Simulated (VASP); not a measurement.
VSi (relaxed from the NiAs type structure, space group P6_3/mmc): computed properties

These are r2SCAN meta-GGA, VASP's PBE PAW potentials (set 64) (plane waves; VASP) values and carry that method's errors.

```json
{
 "space_group": "P6_3/mmc (194)",
 "cell": "a = b = 2.7707 Å, c = 7.7748 Å, α = β = 90.00°, γ = 120.00°",
 "volume_per_atom": "12.92 Å^3/atom",
 "band gap (over mesh and band path)": "none (metal, semimetal or under 0.01 eV)",
 "cell_moment": "0.00 μB",
 "density": "5.08 g/cm³"
}
```

```xyz
4
Lattice="2.7707 0.0000 0.0000 -1.3854 2.3995 0.0000 0.0000 0.0000 7.7748" Properties=species:S:1:pos:R:3 pbc="T T T"
V      0.0000     0.0000     0.0000
V     -1.3854     2.3995     3.8874
Si     0.0000     1.5997     1.9437
Si     1.3854     0.7998     5.8311
```

The structure was generated: VSi was put into the NiAs type type (P6_3/mmc), which need not be its known phase. It was relaxed first, which changed the volume by -42 %. Symmetry was kept, so distortions that lower it aren't found.
